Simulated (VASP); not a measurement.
Input:

```yaml
crystal:
  lattice:
    - [0.00000, 2.39409, 2.39409]
    - [2.39409, 0.00000, 2.39409]
    - [2.39409, 2.39409, 0.00000]
  atoms:
    - { symbol: Mg, position: [0.00000, 0.00000, 0.00000] }
    - { symbol: S, position: [0.50000, 0.50000, 0.50000] }
```

Calculation: PBEsol GGA, VASP's PBE PAW potentials (set 64) (plane waves; VASP). Settings: 480 eV cut-off, 8×8×8 Γ-centred mesh, Gaussian smearing of 0.050 eV, potentials Mg S.

What does the run give for the energy per atom (σ→0), pressure, band gap (on the k-mesh) with the smallest direct gap where there is one?

```
Property                                      Value
-----------------------------------  --------------
band gap (on the k-mesh)                    3.18 eV
smallest direct gap (on the k-mesh)         5.54 eV
energy per atom (σ→0)                -4.258 eV/atom
pressure                                  29.98 GPa
```

The absolute energy has meaning only against runs of the same code, potentials and settings.

The compound is MgS in the rock salt structure. It was relaxed first under an external pressure of 30 GPa.
